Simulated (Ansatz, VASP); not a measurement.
## One calculation of BaBi2O6, two programs

```
Ba Bi O
1.0
     0.00000    4.25281    4.25281
     4.25281    0.00000    4.25281
     4.25281    4.25281    0.00000
Ba Bi O
1 2 6
Direct
  0.00000 0.00000 0.00000
  0.75000 0.75000 0.75000
  0.25000 0.25000 0.25000
  0.50000 0.00000 0.00000
  0.00000 0.50000 0.50000
  0.00000 0.50000 0.00000
  0.50000 0.00000 0.50000
  0.00000 0.00000 0.50000
  0.50000 0.50000 0.00000
```

Change from the starting cell: ordered vacancies on the A sites of perovskite (Fm-3m, No. 225).

Alike in both runs: functional PBE; k mesh 8 × 8 × 8; occupations gaussian, width 0.1 eV; no spin polarisation.

Ansatz relaxed the structure, and its values are those at the end. VASP's run is a single point on that final structure, the one shown.

|  | VASP | Ansatz |
| --- | --- | --- |
| version | VASP 6.6.1 | Ansatz 0.2.0 |
| potentials or method | VASP PAW PBE potentials, release 64 (Ba_sv, Bi_d, O) | scalar-relativistic, plane waves, PAW |
| plane-wave cutoff (eV) | 520 | 420 |
| valence electrons in the cell | 76 | 76 |

Ansatz gave:

| Property | Result |
| --- | --- |
| gap on the k mesh at the Fermi level (eV) | none |
| pressure (GPa) | 0.0 |

Problem. Estimate VASP's values.

Solution. gap on the k mesh at the Fermi level (eV): none; pressure (GPa): 0.7.

A gap of «none» marks a metal or a gap that the smearing closes.

Caveats: spin-orbit coupling is left out, which moves the levels of the heavy elements.
